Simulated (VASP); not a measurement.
VASP input:

**INCAR**
```
SYSTEM = YVO3
PREC = Accurate
ENCUT = 600
EDIFF = 1E-7
NELM = 100
ALGO = Normal
LREAL = .FALSE.
LASPH = .TRUE.
ISMEAR = 1
SIGMA = 0.1
GGA = PS
LMAXMIX = 4
ISPIN = 2
MAGMOM = 0.7 0.0 0.0 0.0 0.0
LORBIT = 10
LWAVE = .FALSE.
LCHARG = .FALSE.
ISIF = 3
IBRION = 2
NSW = 40
EDIFFG = -0.01
PSTRESS = 50
```

POSCAR:
```
YVO3
1
    3.7544870874     0.0000000000     0.0000000000
    0.0000000000     3.7544870874     0.0000000000
    0.0000000000    -0.0000000000     3.7778096792
V Y O
1 1 3
Direct
  0.5000000000   0.5000000000   0.4127756050
  0.0000000000   0.0000000000   0.9918244766
  0.5000000000   0.5000000000   0.9093451728
  0.5000000000   0.0000000000   0.3960273728
  0.0000000000   0.5000000000   0.3960273728
```

KPOINTS:
```
Automatic
0
Gamma
  8 8 8
```

POTCAR, in this order: V_sv Y_sv O (PBE.64 set). Program: vasp_std.

Question: Translate this PBEsol calculation to Quantum ESPRESSO's pw.x.

Answer: One equivalent input (not run):
```
&CONTROL
  calculation = 'vc-relax'
  pseudo_dir = './pseudo'
  outdir = './out'
  tprnfor = .true.
  tstress = .true.
  nstep = 40
  forc_conv_thr = 0.00039
/
&SYSTEM
  ibrav = 0
  nat = 5
  ntyp = 3
  ecutwfc = 84
  occupations = 'smearing'
  smearing = 'methfessel-paxton'
  degauss = 0.00735
  input_dft = 'pbesol'
  nspin = 2
  starting_magnetization(1) = 0.07
/
&ELECTRONS
  conv_thr = 7.3e-09
  electron_maxstep = 100
/
&IONS
/
&CELL
  press = 50
/
ATOMIC_SPECIES
  V 50.941 V.upf
  Y 88.906 Y.upf
  O 15.999 O.upf
CELL_PARAMETERS angstrom
     3.7544871    0.0000000    0.0000000
     0.0000000    3.7544871    0.0000000
     0.0000000   -0.0000000    3.7778097
ATOMIC_POSITIONS crystal
  V    0.5000000  0.5000000  0.4127756
  Y    0.0000000  0.0000000  0.9918245
  O    0.5000000  0.5000000  0.9093452
  O    0.5000000  0.0000000  0.3960274
  O    0.0000000  0.5000000  0.3960274
K_POINTS automatic
  8 8 8 0 0 0
```
Limits of the translation: the potentials are each code's own (VASP's PAW set, PseudoDojo norm-conserving files in pw.x), so ENCUT and ecutwfc are chosen apart and not converted; conv_thr bounds pw.x's estimated SCF error, while EDIFF bounds the energy change between steps; starting_magnetization is a fraction of the valence charge and MAGMOM a moment in μB, so they match only roughly; forc_conv_thr acts on force components and is met together with etot_conv_thr.

The structure was generated: YVO3 was put into the tetragonal-perovskite type (P4mm), which need not be its known phase. It was relaxed first under an external pressure of 5 GPa.
